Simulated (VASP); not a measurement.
VS (relaxed from the zinc blende structure, space group F-43m): computed properties

All values below come from PBEsol GGA, VASP's PBE PAW potentials (set 64) (plane waves; VASP).

```
Quantity                                                                                                Value
----------------------------------  -------------------------------------------------------------------------
space group                                                                                       F-43m (216)
cell                                a = 5.273 Å, b = 5.273 Å, c = 5.273 Å, α = 90.00°, β = 90.00°, γ = 90.00°
volume per atom                                                                                18.33 Å^3/atom
band gap (over mesh and band path)                                   none (metal, semimetal or under 0.01 eV)
cell moment                                                                                          -2.16 μB
density                                                                                            3.76 g/cm³
```

```
CELL_PARAMETERS angstrom
      0.00000     2.63662     2.63662
      2.63662     0.00000     2.63662
      2.63662     2.63662     0.00000
ATOMIC_POSITIONS crystal
  V  0.00000 0.00000 0.00000
  S  0.25000 0.25000 0.25000
```
Starting moments (μB, in the order of the record's atoms V S): -1.9 0.1.

The structure was generated: VS was put into the zinc blende type (F-43m), which need not be its known phase. It was relaxed first, which changed the volume by -31 %. Symmetry was kept, so distortions that lower it aren't found.
